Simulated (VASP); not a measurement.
Data:

```yaml
crystal:
  lattice:
    - [0.00000, 2.04000, 2.04000]
    - [2.04000, 0.00000, 2.04000]
    - [2.04000, 2.04000, 0.00000]
  atoms:
    - { symbol: Li, position: [0.00000, 0.00000, 0.00000] }
    - { symbol: H, position: [0.50000, 0.50000, 0.50000] }
```

Computed with PBE GGA, VASP's PBE PAW potentials (set 64) (plane waves; VASP). Numerical set-up: 520 eV cut-off, KSPACING 0.25 per Å, Gaussian smearing of 0.050 eV, potentials Li_sv H.

### Question
Give the stress tensor in GPa (positive for a compressed cell).

### Answer

```
-2.01   0.00   0.00
 0.00  -2.01   0.00
 0.00   0.00  -2.01
```
The pressure is its mean diagonal, -2.01 GPa.

The compound is LiH in the rock salt structure. The cell was not relaxed at this level. The run is one of a series of settings (KGAMMA = .TRUE., KSPACING = 0.25, KPOINTS file removed against the base run), some of them coarse on purpose.
